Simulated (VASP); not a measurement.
Input for VASP

File KPOINTS:
```
Automatic mesh
0
Gamma
15 15 15
0 0 0
```

### POSCAR
```
Sn
1
   -2.8883933573     2.8883933573     1.5658518080
    2.8883933573    -2.8883933573     1.5658518080
    2.8883933573     2.8883933573    -1.5658518080
Sn
2
Direct
  0.2500000000   0.7500000000   0.5000000000
  0.0000000000   0.0000000000   0.0000000000
```

INCAR:
```
SYSTEM = Sn
PREC = Accurate
ENCUT = 520
EDIFF = 1E-7
NELM = 100
ALGO = Normal
LREAL = .FALSE.
LASPH = .TRUE.
ISMEAR = -5
LMAXMIX = 4
LWAVE = .FALSE.
LCHARG = .TRUE.
LORBIT = 11
NEDOS = 601
ISIF = 2
```

POTCAR, in this order: Sn_d (LDA.64 set). Program: vasp_std.

### Question
Translate this LDA calculation to Quantum ESPRESSO's pw.x.

### Answer
One equivalent input (not run):
```
&CONTROL
  calculation = 'scf'
  pseudo_dir = './pseudo'
  outdir = './out'
  tprnfor = .true.
  tstress = .true.
/
&SYSTEM
  ibrav = 0
  nat = 2
  ntyp = 1
  ecutwfc = 72
  occupations = 'tetrahedra'
  input_dft = 'pz'
/
&ELECTRONS
  conv_thr = 7.3e-09
  electron_maxstep = 100
/
ATOMIC_SPECIES
  Sn 118.710 Sn.upf
CELL_PARAMETERS angstrom
    -2.8883934    2.8883934    1.5658518
     2.8883934   -2.8883934    1.5658518
     2.8883934    2.8883934   -1.5658518
ATOMIC_POSITIONS crystal
  Sn   0.2500000  0.7500000  0.5000000
  Sn   0.0000000  0.0000000  0.0000000
K_POINTS automatic
  15 15 15 0 0 0
```
What does not carry over: the potentials are each code's own (VASP's PAW set, PseudoDojo norm-conserving files in pw.x), so ENCUT and ecutwfc are chosen apart and not converted; conv_thr bounds pw.x's estimated SCF error, while EDIFF bounds the energy change between steps.

The compound is Sn in the beta structure. It was relaxed first.
